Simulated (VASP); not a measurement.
VASP input:

POSCAR:
```
TiAl
1
    2.8866000000     0.0000000000     0.0000000000
    0.0000000000     2.8866000000     0.0000000000
    0.0000000000     0.0000000000     4.1514000000
Ti Al
1 1
Direct
  0.0000000000   0.0000000000   0.0000000000
  0.5000000000   0.5000000000   0.5000000000
```

INCAR:
```
ALGO = Normal
LWAVE = .FALSE.
ENCUT = 400
SIGMA = 0.1
EDIFF = 1E-6
LREAL = .FALSE.   ! projection in real space or not
LASPH = .TRUE.
LCHARG = .FALSE.
LMAXMIX = 4
PREC = Accurate
ISMEAR = 1
SYSTEM = TiAl
ISIF = 2
GGA = PE
NELM = 100   ! most electronic steps
```

**KPOINTS**
```
Automatic mesh
0
Gamma
11 11 8
0 0 0
```

POTCAR, in this order: Ti_sv Al (PBE.64 set). Program: vasp_std.

Problem. Write an equivalent input for Ansatz.

Solution. One equivalent input (not run):
Ansatz 0.2 input:
```yaml
crystal:
  lattice:
    - [2.8866000, 0.0000000, 0.0000000]
    - [0.0000000, 2.8866000, 0.0000000]
    - [0.0000000, 0.0000000, 4.1514000]
  atoms:
    - { symbol: Ti, position: [0.0000000, 0.0000000, 0.0000000] }
    - { symbol: Al, position: [0.5000000, 0.5000000, 0.5000000] }
kpoints:
  mp_grid: { grid: [11, 11, 8] }
hamiltonian:
  xc: pbe
  pseudopotentials: { kind: paw }
scf:
  occupations: { method: methfessel_paxton, width: 0.1 }
  max_iter: 100
output: { forces: true, stress: true, eigenvalues: true }
```
What does not carry over: each code has its own PAW files, so the cut-off isn't converted (ENCUT is set for VASP's; basis.ecutwfc is left out, and Ansatz then takes the one that its files recommend); Ansatz stops its SCF on the density residual and VASP on the energy change (EDIFF).

The compound is TiAl in the L1_0 structure. The cell was not relaxed at this level.
